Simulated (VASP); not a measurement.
# Vibrations of TaN: a test of the settings, part 2 of 2

Aim: test the modes of TaN against the numerical settings. The starting structure is a computed structure from the Materials Project.

VASP 6.6.1.

Results so far: reference T1u 423.8 cm⁻¹; a 10×10×10 mesh T1u 413.1 cm⁻¹; a cutoff of 400 eV T1u 423.9 cm⁻¹.

### 5. Modes with a 22×22×22 mesh

Level of this step: LDA; plane waves and PAW (Ta_pv, N) (VASP).

Against step 2 the input has a 22×22×22 mesh.

Input file INCAR:

```
SYSTEM = TaN
PREC = Accurate
ENCUT = 520
EDIFF = 1E-08
NELM = 100
ISMEAR = 1
SIGMA = 0.15
LREAL = .FALSE.
ALGO = Normal
GGA = CA
NBANDS = 14
LASPH = .TRUE.
LORBIT = 11
LWAVE = .FALSE.
LCHARG = .FALSE.
KPAR = 8
IBRION = 8
ISIF = 2
```

Input file POSCAR:

```
TaN
1.0
    0.0000000000      2.1779845989      2.1779845989
    2.1779845989      0.0000000000      2.1779845989
    2.1779845989      2.1779845989      0.0000000000
Ta N
1 1
Direct
    0.5000000000      0.5000000000      0.5000000000
    0.0000000000      0.0000000000      0.0000000000
```

Input file KPOINTS:

```
Automatic mesh
0
Gamma
22 22 22
0 0 0
```

Potentials, in the order of the species: Ta_pv and N (LDA family, release 64).

Started as:

```console
mpirun -np 8 vasp_std
```

The program printed:

```text
[... set-up lines as in an earlier step ...]
 entering main loop
       N       E                     dE             d eps       ncg     rms          rms(c)
DAV:   1     0.861148021243E+02    0.86115E+02   -0.89684E+03  9222   0.121E+03
DAV:   2    -0.243725482565E+02   -0.11049E+03   -0.10430E+03 11218   0.308E+02
DAV:   3    -0.271647111736E+02   -0.27922E+01   -0.27610E+01 10432   0.446E+01
DAV:   4    -0.271780560955E+02   -0.13345E-01   -0.13341E-01 10926   0.320E+00
[...]
DAV:  12    -0.241492903873E+02    0.14756E-06   -0.19528E-06 11920   0.131E-02    0.303E-03
DAV:  13    -0.241492903748E+02    0.12435E-07   -0.62140E-08 10450   0.231E-03    0.788E-04
DAV:  14    -0.241492903746E+02    0.20327E-09   -0.26221E-09  7118   0.560E-04
   1 F= -.24149290E+02 E0= -.24149205E+02  d E =-.256127E-03
 Linear response reoptimize wavefunctions to high precision
DAV:   1    -0.241492903743E+02    0.36334E-09   -0.64954E-10  7220   0.261E-04
DAV:   2    -0.241492903742E+02    0.72760E-11   -0.98123E-11  5816   0.861E-05
 Linear response DOF=           2
 Linear response progress:
[...]
RMM:  11    -0.162158684068E+00   -0.11820E-07   -0.16249E-07 51232   0.845E-05    0.678E-06
RMM:  12    -0.162158661686E+00    0.22382E-07   -0.87798E-08 44914   0.460E-05    0.109E-06
RMM:  13    -0.162158666872E+00   -0.51862E-08   -0.47099E-08 43825   0.229E-05    0.104E-06
 first order change of Fermi-energy   0.37641E-03
 force on displaced ion       1 direction 1 :  -8.527   0.000   0.000
 Linear response progress:
  Degree of freedom:   2/  2
       N       E                     dE             d eps       ncg     rms          rms(c)
RMM:   1    -0.232560703588E+00   -0.23256E+00    0.15624E-01 49694   0.297E+00
RMM:   2    -0.229004311543E+00    0.35564E-02   -0.42406E-03 39503   0.484E-01    0.158E-01
RMM:   3    -0.229854854533E+00   -0.85054E-03   -0.91117E-04 35662   0.185E-01    0.800E-02
RMM:   4    -0.231205462274E+00   -0.13506E-02   -0.46637E-04 36218   0.128E-01    0.220E-02
[...]
RMM:  11    -0.231299752917E+00   -0.18688E-07   -0.43263E-09 43496   0.226E-05    0.551E-06
RMM:  12    -0.231299777245E+00   -0.24328E-07    0.27698E-10 42746   0.801E-06    0.157E-06
RMM:  13    -0.231299777142E+00    0.10308E-09   -0.33601E-10 28699   0.359E-06    0.399E-07
 first order change of Fermi-energy  -0.15402E-03
 force on displaced ion       2 direction 1 :  -8.532   0.000   0.000
 Linear response finished
```

It took 3 min on 8 MPI ranks of AMD EPYC 7R43, shared host; peak memory 4.5 GiB.

Parts of OUTCAR (step 5):

```text
  Total        0.0029707      0.0029707      0.0029707      0.0000000     -0.0000000      0.0000000
  in kB        0.2303431      0.2303431      0.2303431      0.0000000     -0.0000000      0.0000000
  external PRESSURE =       0.2303431 kB  Pullay stress =       0.0000000 kB

 POSITION                                       TOTAL-FORCE (eV/Angst)
 -----------------------------------------------------------------------------------
      2.17798      2.17798      2.17798         0.000000      0.000000      0.000000
      0.00000      0.00000      0.00000        -0.000000     -0.000000     -0.000000
 -----------------------------------------------------------------------------------
    total drift:                                0.000000     -0.000000     -0.000000

[... 1 part as in an earlier step ...]

[... 1 further part left out ...]
```

With a 22×22×22 mesh the mode is T1u 422.5 cm⁻¹, -1.3 cm⁻¹ from the reference.

### 6. Modes with a smearing width of 0.06 eV

Against step 2 the input has SIGMA = 0.06.

Changes to INCAR since step 5:

```diff
@@ -6,3 +6,3 @@
 ISMEAR = 1
-SIGMA = 0.15
+SIGMA = 0.06
 LREAL = .FALSE.
```

POSCAR is that of step 5.

Input file KPOINTS:

```
Automatic mesh
0
Gamma
18 18 18
0 0 0
```

Started as:

```console
mpirun -np 8 vasp_std
```

The program printed:

```text
[... set-up lines as in an earlier step ...]
 entering main loop
       N       E                     dE             d eps       ncg     rms          rms(c)
DAV:   1     0.878517273656E+02    0.87852E+02   -0.90483E+03  5492   0.122E+03
DAV:   2    -0.242996864130E+02   -0.11215E+03   -0.10590E+03  6720   0.310E+02
DAV:   3    -0.271634276248E+02   -0.28637E+01   -0.28284E+01  6160   0.449E+01
DAV:   4    -0.271766678942E+02   -0.13240E-01   -0.13196E-01  6572   0.321E+00
[...]
DAV:  11    -0.241496015125E+02    0.16075E-04   -0.37654E-05  5904   0.648E-02    0.145E-02
DAV:  12    -0.241496013293E+02    0.18323E-06   -0.20288E-06  7032   0.131E-02    0.276E-03
DAV:  13    -0.241496013241E+02    0.52044E-08   -0.52596E-08  6270   0.213E-03
   1 F= -.24149601E+02 E0= -.24149549E+02  d E =-.156041E-03
 Linear response reoptimize wavefunctions to high precision
DAV:   1    -0.241496013237E+02    0.38244E-09   -0.20574E-09  6056   0.504E-04
DAV:   2    -0.241496013237E+02   -0.23647E-10   -0.85384E-11  3558   0.881E-05
 Linear response DOF=           2
 Linear response progress:
[...]
RMM:  11    -0.162106148516E+00   -0.16096E-07   -0.79692E-08 29242   0.885E-05    0.652E-06
RMM:  12    -0.162106122243E+00    0.26273E-07   -0.17735E-08 25923   0.506E-05    0.129E-06
RMM:  13    -0.162106123319E+00   -0.10757E-08   -0.28229E-08 25643   0.271E-05    0.159E-06
 first order change of Fermi-energy   0.35617E-03
 force on displaced ion       1 direction 1 :  -8.629   0.000   0.000
 Linear response progress:
  Degree of freedom:   2/  2
       N       E                     dE             d eps       ncg     rms          rms(c)
RMM:   1    -0.232585086275E+00   -0.23259E+00    0.15592E-01 28518   0.297E+00
RMM:   2    -0.228971322188E+00    0.36138E-02   -0.42010E-03 22713   0.483E-01    0.158E-01
RMM:   3    -0.229824676808E+00   -0.85335E-03   -0.91111E-04 20506   0.185E-01    0.799E-02
RMM:   4    -0.231173768362E+00   -0.13491E-02   -0.46559E-04 20847   0.128E-01    0.219E-02
[...]
RMM:   9    -0.231267084370E+00    0.71851E-06   -0.29662E-11 24716   0.244E-04    0.270E-05
RMM:  10    -0.231266945976E+00    0.13839E-06   -0.27818E-08 27033   0.827E-05    0.145E-05
RMM:  11    -0.231266955589E+00   -0.96128E-08    0.24693E-08 24973   0.298E-05    0.732E-06
 first order change of Fermi-energy  -0.12487E-03
 force on displaced ion       2 direction 1 :  -8.635   0.000   0.000
 Linear response finished
```

It took 2.2 min on 8 MPI ranks; peak memory 3 GiB; 18 min of CPU time.

Parts of OUTCAR (step 6):

```text
  Total        0.0011444      0.0011444      0.0011444     -0.0000000     -0.0000000      0.0000000
  in kB        0.0887328      0.0887328      0.0887328     -0.0000000     -0.0000000      0.0000000
  external PRESSURE =       0.0887328 kB  Pullay stress =       0.0000000 kB

 POSITION                                       TOTAL-FORCE (eV/Angst)
 -----------------------------------------------------------------------------------
      2.17798      2.17798      2.17798        -0.000000     -0.000000      0.000000
      0.00000      0.00000      0.00000         0.000000      0.000000      0.000000
 -----------------------------------------------------------------------------------
    total drift:                                0.000000     -0.000000     -0.000000

[... 2 parts as in an earlier step ...]
```

With a smearing width of 0.06 eV the mode is T1u 425.1 cm⁻¹, +1.3 cm⁻¹ from the reference.

### 7. Modes with finite displacements

Against step 2 the input has IBRION = 6, NFREE = 2 and POTIM = 0.015 (also changed: NSW).

Changes to INCAR since step 6:

```diff
@@ -6,3 +6,3 @@
 ISMEAR = 1
-SIGMA = 0.06
+SIGMA = 0.15
 LREAL = .FALSE.
@@ -16,3 +16,6 @@
 KPAR = 8
-IBRION = 8
+IBRION = 6
+NFREE = 2
+POTIM = 0.015
+NSW = 1
 ISIF = 2
```

POSCAR is that of step 6.

KPOINTS is that of step 6.

Started as:

```console
mpirun -np 8 vasp_std
```

The program printed:

```text
[... set-up lines as in an earlier step ...]
 entering main loop
       N       E                     dE             d eps       ncg     rms          rms(c)
[... 13 cycles as in an earlier step ...]
   1 F= -.24149881E+02 E0= -.24149682E+02  d E =-.597195E-03
[...]
2 F= -.24148935E+02 E0= -.24148735E+02  d E =-.598497E-03
[...]
3 F= -.24148935E+02 E0= -.24148735E+02  d E =-.598494E-03
[...]
4 F= -.24148935E+02 E0= -.24148735E+02  d E =-.598502E-03
[...]
5 F= -.24148935E+02 E0= -.24148735E+02  d E =-.598511E-03
 Finite differences progress:
  Degree of freedom:   2/  2
  Displacement:        2/  2
  Total:               4/  4
```

The job ended after 99 s (8 MPI ranks; peak memory 2.4 GiB; 13 min of CPU time).

OUTCAR, selected parts (step 7):

```text
  Total        0.0161256      0.0006784      0.0006784      0.0000000      0.0000000      0.0000000
  in kB        1.2503527      0.0526016      0.0526016      0.0000000      0.0000000      0.0000000
  external PRESSURE =       0.4518520 kB  Pullay stress =       0.0000000 kB

 POSITION                                       TOTAL-FORCE (eV/Angst)
 -----------------------------------------------------------------------------------
      2.17798      2.17798      2.17798        -0.126186      0.000000      0.000000
     -0.01500      0.00000      0.00000         0.126186      0.000000      0.000000
 -----------------------------------------------------------------------------------
    total drift:                                0.000007     -0.000000      0.000000

  FREE ENERGIE OF THE ION-ELECTRON SYSTEM (eV)
  ---------------------------------------------------
  free  energy   TOTEN  =       -24.1489346553 eV

  energy  without entropy=      -24.1483361442  energy(sigma->0) =      -24.14873515

[... 2 parts as in an earlier step ...]

[... 1 further part left out ...]
[key lines of the parts left out:]
E-fermi :   9.7437
```

The last energy, forces and stress in OUTCAR belong to the last displaced cell, not to that of POSCAR.

With finite displacements the mode is T1u 419.6 cm⁻¹, -4.2 cm⁻¹ from the reference.

### 8. All runs side by side

```
                        run    T1u                method  core minutes
                  reference  423.8   perturbation theory          15.5
            a 10×10×10 mesh  413.1   perturbation theory           4.0
         a cutoff of 400 eV  423.9   perturbation theory          9.33
            a 22×22×22 mesh  422.5   perturbation theory          23.9
a smearing width of 0.06 eV  425.1   perturbation theory          18.0
       finite displacements  419.6  finite displacements          13.2
```

Modes are in cm⁻¹, degenerate ones as one, matched between runs by symmetry and order. A number in brackets counts the listed modes of one symmetry from the lowest. The symmetry labels come from an automatic analysis and can be wrong where levels nearly coincide. Core minutes are wall time times ranks of the run shown, on a shared host.

### 9. Summary of results

| Item | Value |
| --- | --- |
| T1u, reference | 423.8 cm⁻¹ |
| T1u, a 10×10×10 mesh | 413.1 cm⁻¹ |
| T1u, a cutoff of 400 eV | 423.9 cm⁻¹ |
| T1u, a 22×22×22 mesh | 422.5 cm⁻¹ |
| T1u, a smearing width of 0.06 eV | 425.1 cm⁻¹ |
| T1u, finite displacements | 419.6 cm⁻¹ |

**Reading.** The largest change comes with a 10×10×10 mesh: -10.7 cm⁻¹ in T1u. On finer settings the modes change by up to -1.3 cm⁻¹ in T1u with a 22×22×22 mesh. These runs have no gap; if the crystal is a semiconductor, they miss the splitting of its polar modes and hang more on mesh and smearing. Other changes move the modes by more: -10.7 cm⁻¹ in T1u with a 10×10×10 mesh and -4.2 cm⁻¹ in T1u with finite displacements. Further runs on this material are not shown.

[Lines on the potential files, build, host, timing and source positions are cut from VASP's logs without a mark.]

[Logs are printed without paths, hosts, clocks, repeated set-up lines and the standing remarks that a program may print on its own settings, such as how far it seeks lower states.]

[Hosts, paths, dates, database ids (printed as entryN), source tags and the programs' standing remarks are cut or masked in the printed files.]
